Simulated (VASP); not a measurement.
VASP ran on this input.

POSCAR:
```
KBr
1
   -0.0000000000     3.2781482420     3.2781482420
    3.2781482420     0.0000000000     3.2781482420
    3.2781482420     3.2781482420     0.0000000000
K Br
1 1
Direct
  0.0000000000   0.0000000000   0.0000000000
  0.5000000000   0.5000000000   0.5000000000
```

**INCAR**
```
# general
SYSTEM =KBr
PREC   =Accurate
ENCUT  =480
LREAL  =.False.
LASPH  =.True.

# electronic loop
EDIFF  =1E-7
NELM   =100
ALGO   =Normal
LMAXMIX=4

# smearing
ISMEAR =0
SIGMA  =0.05

# functional
GGA    =PS

# ions
ISIF   =2

# output
LWAVE  =.False.
LCHARG =.False.
```

File KPOINTS:
```
K-points
0
Gamma
  6 6 6
```

POTCAR, in this order: K_sv Br (PBE.64 set). Program: vasp_std.

Question: Translate this PBEsol calculation to Quantum ESPRESSO's pw.x.

Answer: One equivalent input (not run):
```
&CONTROL
  calculation = 'scf'
  pseudo_dir = './pseudo'
  outdir = './out'
  tprnfor = .true.
  tstress = .true.
/
&SYSTEM
  ibrav = 0
  nat = 2
  ntyp = 2
  ecutwfc = 74
  occupations = 'smearing'
  smearing = 'gaussian'
  degauss = 0.003675
  input_dft = 'pbesol'
/
&ELECTRONS
  conv_thr = 7.3e-09
  electron_maxstep = 100
/
ATOMIC_SPECIES
  K 39.098 K.upf
  Br 79.904 Br.upf
CELL_PARAMETERS angstrom
    -0.0000000    3.2781482    3.2781482
     3.2781482    0.0000000    3.2781482
     3.2781482    3.2781482    0.0000000
ATOMIC_POSITIONS crystal
  K    0.0000000  0.0000000  0.0000000
  Br   0.5000000  0.5000000  0.5000000
K_POINTS automatic
  6 6 6 0 0 0
```
What does not carry over: the potentials are each code's own (VASP's PAW set, PseudoDojo norm-conserving files in pw.x), so ENCUT and ecutwfc are chosen apart and not converted; conv_thr bounds pw.x's estimated SCF error, while EDIFF bounds the energy change between steps.

The compound is KBr in the rock salt structure. It was relaxed first.
